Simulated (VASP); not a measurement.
Data:

```xyz
4
Lattice="4.1298 2.0610 2.0610 2.0610 4.1298 2.0610 2.0610 2.0610 4.1298" Properties=species:S:1:pos:R:3 pbc="T T T"
Ni     0.0000     0.0000     0.0000
Ni     4.1259     4.1259     4.1259
O      2.0630     2.0630     2.0630
O      6.1889     6.1889     6.1889
```
Starting moments (μB, in the order of the record's atoms Ni Ni O O): 1.3 -1.3 0.0 0.0.

All values below come from vdW-DF-cx, VASP's PBE PAW potentials (set 64) (plane waves; VASP). Settings: 520 eV cut-off, 10×10×10 Γ-centred mesh, tetrahedra with Blöchl corrections, potentials Ni O.

The cores are frozen, which limits the accuracy of field gradients.

Question: Give the principal components of the electric field gradient (V/Å²) and the asymmetry η at each nucleus.

Answer: 
| atom | Vxx | Vyy | Vzz | η |
|---|---|---|---|---|
| Ni1 | -1.0 | -1.0 | 2.1 | 0.00 |
| Ni2 | -1.0 | -1.0 | 2.1 | 0.00 |
| O3 | 2.0 | 2.0 | -4.0 | 0.00 |
| O4 | 2.0 | 2.0 | -4.0 | 0.00 |

The compound is NiO in the rock salt, AFM-II order structure. It was relaxed first.
